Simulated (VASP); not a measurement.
MgSiH2O4, 8 atoms in the cell. It takes space group Pm (No. 6, monoclinic). Conventional cell: a = 4.335 Å, b = 2.860 Å, c = 4.801 Å, α = 90.00°, β = 93.34°, γ = 90.00°. Si (site symmetry m) is surrounded by 6 O at 1.71 to 1.94 Å. Around Mg (site symmetry m) lie 6 O at 2.00 to 2.20 Å. Around O (site symmetry m) lie 1 H at 1.44 Å. Around O (site symmetry m) lie 1 H at 1.05 Å. O (site symmetry m) has 1 H at 1.06 Å as nearest neighbours. O (site symmetry m) has 1 H at 1.50 Å and 1 Si at 1.71 Å as nearest neighbours. H (site symmetry m) has 1 O at 1.06 Å as nearest neighbours. H (site symmetry m) is surrounded by 1 O at 1.05 Å. The cell comes from a database or a generator and needn't be the stable form of this composition.

| Quantity | Value |
| --- | --- |
| Program | VASP 6.6.1 |
| Task | single point |
| Functional | PBE |
| Potentials or basis | VASP PAW PBE potentials, release 64 (Si, Mg, O, H) |
| Cutoff | 520 eV |
| k mesh | 6 × 9 × 6 |
| Occupations | fermi-dirac, width 0.05 eV |
| Spin | no spin polarisation |
| Further INCAR settings | ALGO = Normal; EDIFF = 1e-07; NBANDS = 26 |

Potentials or basis: VASP PAW PBE potentials, release 64 (Si, Mg, O, H).

Run with:

```sh
$ cat potpaw_PBE.64/Si/POTCAR potpaw_PBE.64/Mg/POTCAR potpaw_PBE.64/O/POTCAR potpaw_PBE.64/H/POTCAR > POTCAR
$ mpirun -np 1 vasp_std > vasp.out
```

Hardware: 1 thread of Intel(R) Xeon(R) 6975P-C (Granite Rapids), with other jobs on the host.

Q: Estimate the wall time of this run.

A: Run time: 47 s on 1 thread of Intel(R) Xeon(R) 6975P-C (Granite Rapids) (shared host), peak memory 0.27 GiB. Counts: scf iterations 14, k points 100.
